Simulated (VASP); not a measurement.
Here is the system:

```xyz
1
Lattice="-1.4134 1.4134 1.4134 1.4134 -1.4134 1.4134 1.4134 1.4134 -1.4134" Properties=species:S:1:pos:R:3 pbc="T T T"
Cr     0.0000     0.0000     0.0000
```

Method: r2SCAN meta-GGA with spin-orbit coupling, VASP's PBE PAW potentials (set 64) (plane waves; VASP 6.6.1). Numerical set-up: 400 eV cut-off, 16×16×16 Γ-centred mesh, Gaussian smearing of 0.050 eV, potentials Cr_pv.

Q: Estimate the energy per atom (σ→0), band gap (over mesh and band path) with the smallest direct gap where there is one.

A: 
```
Item                                                                  Result
----------------------------------  ----------------------------------------
band gap (over mesh and band path)  none (metal, semimetal or under 0.01 eV)
energy per atom (σ→0)                                        -14.824 eV/atom
```

Only differences to runs with the same potentials and settings are physical.

The structure was generated: Cr was put into the bcc type (Im-3m), which need not be its known phase. It was relaxed first, which changed the volume by -5 %.
